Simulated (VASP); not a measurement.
Method: TPSS meta-GGA, VASP's PBE PAW potentials (set 64) (plane waves; VASP 6.6.1).

Input for VASP

POSCAR:
```
BN
1
    1.2560421936    -2.1755292883     0.0000000000
    1.2560421936     2.1755292883    -0.0000000000
    0.0000000000     0.0000000000     7.2350776264
B N
2 2
Direct
  0.3333330000   0.6666670000   0.2500000000
  0.6666670000   0.3333330000   0.7500000000
  0.6666670000   0.3333330000   0.2500000000
  0.3333330000   0.6666670000   0.7500000000
```

File KPOINTS:
```
Automatic mesh
0
Gamma
9 9 3
0 0 0
```

**INCAR**
```
PREC  =  Accurate
LCHARG  =  F
ISIF  =  3   # ions, shape and volume
SYSTEM  =  BN
LMIXTAU  =  T
NSW  =  60   # most ionic steps
ALGO  =  Normal
IBRION  =  2   # conjugate gradients
LREAL  =  F
ENCUT  =  520   # plane-wave cut-off (eV)
SIGMA  =  0.05
ISMEAR  =  0   # Gaussian
NELM  =  100   # most electronic steps
LASPH  =  T
EDIFFG  =  -0.02   # ionic stop
METAGGA  =  TPSS
EDIFF  =  1E-6   # SCF stop (eV)
LWAVE  =  F
```

POTCAR, in this order: B N (PBE.64 set). Program: vasp_std.

Output

**OSZICAR**
```
...
DAV:   8    -0.411869075863E+02   -0.64564E-04   -0.12708E-04   612   0.115E-01    0.719E-03
DAV:   9    -0.411869232824E+02   -0.15696E-04   -0.20829E-05   644   0.543E-02    0.305E-03
DAV:  10    -0.411869343640E+02   -0.11082E-04   -0.19064E-06   636   0.193E-02    0.180E-03
DAV:  11    -0.411869337499E+02    0.61406E-06   -0.14829E-07   412   0.431E-03
   4 F= -.41186934E+02 E0= -.41186934E+02  d E =-.621930E-02
       N       E                     dE             d eps       ncg     rms          rms(c)
DAV:   1    -0.413911191153E+02   -0.20418E+00   -0.71521E+00   596   0.232E+01    0.229E+00
DAV:   2    -0.412189888744E+02    0.17213E+00   -0.28496E-01   612   0.487E+00    0.947E-01
DAV:   3    -0.411872773838E+02    0.31711E-01   -0.69649E-02   688   0.221E+00    0.325E-01
DAV:   4    -0.411803798793E+02    0.68975E-02   -0.15999E-02   700   0.132E+00    0.120E-01
DAV:   5    -0.411721250858E+02    0.82548E-02   -0.18320E-02   600   0.150E+00    0.106E-01
DAV:   6    -0.411875591670E+02   -0.15434E-01   -0.65205E-03   584   0.852E-01    0.352E-02
DAV:   7    -0.411873733597E+02    0.18581E-03   -0.73441E-04   652   0.250E-01    0.372E-02
DAV:   8    -0.411876882935E+02   -0.31493E-03   -0.50301E-04   624   0.222E-01    0.121E-02
DAV:   9    -0.411877302449E+02   -0.41951E-04   -0.73306E-05   628   0.101E-01    0.674E-03
DAV:  10    -0.411877741770E+02   -0.43932E-04   -0.78408E-06   696   0.397E-02    0.324E-03
DAV:  11    -0.411877730461E+02    0.11309E-05   -0.49327E-07   440   0.835E-03    0.268E-03
DAV:  12    -0.411877744832E+02   -0.14372E-05   -0.36318E-07   456   0.665E-03    0.714E-04
DAV:  13    -0.411877739876E+02    0.49559E-06   -0.79766E-08   336   0.323E-03
   5 F= -.41187774E+02 E0= -.41187774E+02  d E =-.705953E-02
       N       E                     dE             d eps       ncg     rms          rms(c)
DAV:   1    -0.412205848170E+02   -0.32810E-01   -0.11488E+00   588   0.946E+00    0.927E-01
DAV:   2    -0.411926705814E+02    0.27914E-01   -0.48939E-02   600   0.199E+00    0.375E-01
DAV:   3    -0.411882967297E+02    0.43739E-02   -0.99211E-03   692   0.844E-01    0.133E-01
DAV:   4    -0.411866954459E+02    0.16013E-02   -0.26594E-03   716   0.525E-01    0.516E-02
DAV:   5    -0.411865753555E+02    0.12009E-03   -0.28876E-03   608   0.601E-01    0.450E-02
DAV:   6    -0.411883508844E+02   -0.17755E-02   -0.93609E-04   592   0.332E-01    0.119E-02
DAV:   7    -0.411883538774E+02   -0.29930E-05   -0.87162E-05   616   0.899E-02    0.107E-02
DAV:   8    -0.411883830807E+02   -0.29203E-04   -0.29182E-05   628   0.589E-02    0.328E-03
DAV:   9    -0.411883913261E+02   -0.82453E-05   -0.47090E-06   644   0.283E-02    0.246E-03
DAV:  10    -0.411883918826E+02   -0.55653E-06   -0.82103E-07   472   0.128E-02
   6 F= -.41188392E+02 E0= -.41188392E+02  d E =-.767743E-02
       N       E                     dE             d eps       ncg     rms          rms(c)
DAV:   1    -0.411888738843E+02   -0.48256E-03   -0.75941E-03   576   0.764E-01    0.636E-02
DAV:   2    -0.411887126131E+02    0.16127E-03   -0.21852E-04   632   0.133E-01    0.297E-02
DAV:   3    -0.411886787245E+02    0.33889E-04   -0.57724E-05   696   0.664E-02    0.101E-02
DAV:   4    -0.411886705833E+02    0.81412E-05   -0.23184E-05   720   0.457E-02    0.499E-03
DAV:   5    -0.411886669431E+02    0.36402E-05   -0.28850E-05   600   0.558E-02    0.505E-03
DAV:   6    -0.411886814522E+02   -0.14509E-04   -0.79296E-06   608   0.289E-02    0.780E-04
DAV:   7    -0.411886806196E+02    0.83258E-06   -0.11418E-06   404   0.103E-02
   7 F= -.41188681E+02 E0= -.41188681E+02  d E =-.288737E-03
       N       E                     dE             d eps       ncg     rms          rms(c)
DAV:   1    -0.411911700522E+02   -0.24886E-02   -0.68416E-02   576   0.229E+00    0.192E-01
DAV:   2    -0.411897117378E+02    0.14583E-02   -0.19788E-03   624   0.400E-01    0.894E-02
DAV:   3    -0.411893923028E+02    0.31944E-03   -0.53212E-04   700   0.202E-01    0.304E-02
DAV:   4    -0.411893259000E+02    0.66403E-04   -0.21040E-04   708   0.139E-01    0.147E-02
DAV:   5    -0.411892754032E+02    0.50497E-04   -0.26008E-04   600   0.169E-01    0.147E-02
DAV:   6    -0.411894232236E+02   -0.14782E-03   -0.70972E-05   596   0.872E-02    0.235E-03
DAV:   7    -0.411894206892E+02    0.25344E-05   -0.11736E-05   644   0.309E-02    0.411E-03
DAV:   8    -0.411894248575E+02   -0.41683E-05   -0.58565E-06   608   0.244E-02    0.138E-03
DAV:   9    -0.411894248141E+02    0.43479E-07   -0.48440E-07   400   0.853E-03
   8 F= -.41189425E+02 E0= -.41189425E+02  d E =-.103293E-02
       N       E                     dE             d eps       ncg     rms          rms(c)
DAV:   1    -0.411972854619E+02   -0.78606E-02   -0.27077E-01   576   0.455E+00    0.381E-01
DAV:   2    -0.411915209261E+02    0.57645E-02   -0.77562E-03   624   0.793E-01    0.178E-01
DAV:   3    -0.411902151323E+02    0.13058E-02   -0.21500E-03   696   0.404E-01    0.601E-02
DAV:   4    -0.411899669817E+02    0.24815E-03   -0.81458E-04   712   0.274E-01    0.290E-02
DAV:   5    -0.411896411145E+02    0.32587E-03   -0.10309E-03   592   0.338E-01    0.289E-02
DAV:   6    -0.411903413745E+02   -0.70026E-03   -0.28790E-04   604   0.178E-01    0.468E-03
DAV:   7    -0.411903355311E+02    0.58434E-05   -0.46196E-05   640   0.613E-02    0.822E-03
DAV:   8    -0.411903499208E+02   -0.14390E-04   -0.23909E-05   616   0.489E-02    0.283E-03
DAV:   9    -0.411903514074E+02   -0.14866E-05   -0.20606E-06   532   0.173E-02    0.524E-04
DAV:  10    -0.411903532662E+02   -0.18588E-05   -0.42972E-07   396   0.788E-03    0.627E-04
DAV:  11    -0.411903529942E+02    0.27201E-06   -0.52215E-08   312   0.294E-03
   9 F= -.41190353E+02 E0= -.41190353E+02  d E =-.196111E-02
       N       E                     dE             d eps       ncg     rms          rms(c)
DAV:   1    -0.412173978098E+02   -0.27045E-01   -0.10652E+00   576   0.900E+00    0.753E-01
DAV:   2    -0.411946747176E+02    0.22723E-01   -0.30065E-02   624   0.156E+00    0.354E-01
DAV:   3    -0.411892222668E+02    0.54525E-02   -0.87895E-03   696   0.815E-01    0.118E-01
DAV:   4    -0.411883969798E+02    0.82529E-03   -0.31673E-03   712   0.545E-01    0.571E-02
DAV:   5    -0.411870497078E+02    0.13473E-02   -0.41597E-03   600   0.676E-01    0.576E-02
DAV:   6    -0.411898603997E+02   -0.28107E-02   -0.11783E-03   600   0.356E-01    0.959E-03
DAV:   7    -0.411898456013E+02    0.14798E-04   -0.19453E-04   660   0.125E-01    0.172E-02
DAV:   8    -0.411899027660E+02   -0.57165E-04   -0.10159E-04   616   0.995E-02    0.564E-03
DAV:   9    -0.411899106840E+02   -0.79180E-05   -0.87867E-06   644   0.342E-02    0.146E-03
DAV:  10    -0.411899165849E+02   -0.59008E-05   -0.17044E-06   612   0.166E-02    0.150E-03
DAV:  11    -0.411899161525E+02    0.43236E-06   -0.11640E-07   428   0.442E-03
  10 F= -.41189916E+02 E0= -.41189916E+02  d E =-.152427E-02
       N       E                     dE             d eps       ncg     rms          rms(c)
DAV:   1    -0.412019104292E+02   -0.11994E-01   -0.44619E-01   576   0.587E+00    0.489E-01
DAV:   2    -0.411924535508E+02    0.94569E-02   -0.12902E-02   624   0.102E+00    0.228E-01
DAV:   3    -0.411903595669E+02    0.20940E-02   -0.34100E-03   700   0.512E-01    0.781E-02
DAV:   4    -0.411897803675E+02    0.57920E-03   -0.13804E-03   708   0.353E-01    0.378E-02
DAV:   5    -0.411896770564E+02    0.10331E-03   -0.16783E-03   600   0.427E-01    0.372E-02
DAV:   6    -0.411905269516E+02   -0.84990E-03   -0.45436E-04   604   0.221E-01    0.568E-03
DAV:   7    -0.411905306682E+02   -0.37166E-05   -0.70038E-05   628   0.762E-02    0.947E-03
DAV:   8    -0.411905496183E+02   -0.18950E-04   -0.31189E-05   608   0.569E-02    0.304E-03
DAV:   9    -0.411905553377E+02   -0.57193E-05   -0.25288E-06   640   0.196E-02    0.757E-04
DAV:  10    -0.411905555923E+02   -0.25462E-06   -0.56223E-07   396   0.925E-03
  11 F= -.41190556E+02 E0= -.41190556E+02  d E =-.216371E-02
```

**OUTCAR**
```
------------------------ aborting loop because EDIFF is reached ----------------------------------------
  FORCE on cell =-STRESS in cart. coord.  units (eV):
  Direction    XX          YY          ZZ          XY          YZ          ZX
  --------------------------------------------------------------------------------------
  Total       -0.0376491     -0.0376491     -0.0110227     -0.0000000     -0.0000000     -0.0000000
  in kB       -1.4233724     -1.4233729     -0.4167275     -0.0000000     -0.0000000     -0.0000000
  external PRESSURE =      -1.0878243 kB  Pullay stress =       0.0000000 kB
  volume of cell :       42.38
      direct lattice vectors                 reciprocal lattice vectors
     1.256141745 -2.175701717  0.000000000     0.398044251 -0.229810914 -0.000000000
     1.256141745  2.175701717 -0.000000000     0.398044251  0.229810914 -0.000000000
     0.000000000 -0.000000000  7.753159076     0.000000000  0.000000000  0.128979683
  FREE ENERGIE OF THE ION-ELECTRON SYSTEM (eV)
  ---------------------------------------------------
  free  energy   TOTEN  =       -41.1905555923 eV

  energy  without entropy=      -41.1905555923  energy(sigma->0) =      -41.19055559

 reached required accuracy - stopping structural energy minimisation
```
(Selected blocks of OUTCAR.)

CONTCAR:
```
BN
   1.00000000000000
     1.2561417450276151   -2.1757017165056145    0.0000000000000000
     1.2561417450276151    2.1757017165056145   -0.0000000000000000
     0.0000000000000000   -0.0000000000000000    7.7531590763475657
  B               N
     2     2
Direct
     0.3333330000000032    0.6666669999999968    0.2500000000000000
     0.6666669999999968    0.3333330000000032    0.7500000000000000
     0.6666669999999968    0.3333330000000032    0.2500000000000000
     0.3333330000000032    0.6666669999999968    0.7500000000000000
```

**OUTCAR**
```
 val. band max:        1.0950647537   @ k =   0.3333   0.3333   0.3333

 cond. band min:       5.8350795422   @ k =   0.4444   0.1111   0.0000


 Fermi energy:         1.4080529892

 k-point     1 :       0.0000    0.0000    0.0000
  band No.  band energies     occupation
      1     -17.0559      2.00000
      2     -16.9794      2.00000
      3      -4.6115      2.00000
      4      -3.7081      2.00000
      5      -0.2848      2.00000
      6      -0.2847      2.00000
      7      -0.2784      2.00000
      8      -0.2783      2.00000
      9       6.0149      0.00000
     10      10.0442      0.00000
     11      12.1795      0.00000
     12      13.0998      0.00000

 k-point     2 :       0.1111   -0.0000    0.0000
  band No.  band energies     occupation
      1     -16.8150      2.00000
      2     -16.7409      2.00000
      3      -4.2829      2.00000
      4      -3.3961      2.00000
      5      -1.2587      2.00000
      6      -1.2551      2.00000
      7      -0.7204      2.00000
      8      -0.7123      2.00000
      9       6.4412      0.00000
     10      10.1254      0.00000
     11      12.3340      0.00000
     12      12.9331      0.00000

 k-point     3 :       0.2222   -0.0000    0.0000
  band No.  band energies     occupation
      1     -16.1193      2.00000
      2     -16.0528      2.00000
      3      -3.4816      2.00000
      4      -3.4741      2.00000
      5      -3.3239      2.00000
      6      -2.4937      2.00000
      7      -1.6521      2.00000
      8      -1.6414      2.00000
      9       7.5564      0.00000
     10       9.8955      0.00000
     11      11.2447      0.00000
     12      11.9242      0.00000

 k-point     4 :       0.3333    0.0000    0.0000
  band No.  band energies     occupation
      1     -15.0855      2.00000
      2     -15.0327      2.00000
      3      -5.9072      2.00000
      4      -5.8919      2.00000
      5      -2.5175      2.00000
      6      -2.5048      2.00000
...
```

Energy and stress use the plane-wave basis of the starting cell. Without a dispersion term in the relaxation, distances and binding between the weakly bound layers, chains or molecules are unreliable, and so is what depends on them.

The compound is BN in the hex structure. This run relaxes it. Symmetry was kept, so distortions that lower it aren't found. The start is the result of an earlier pass.
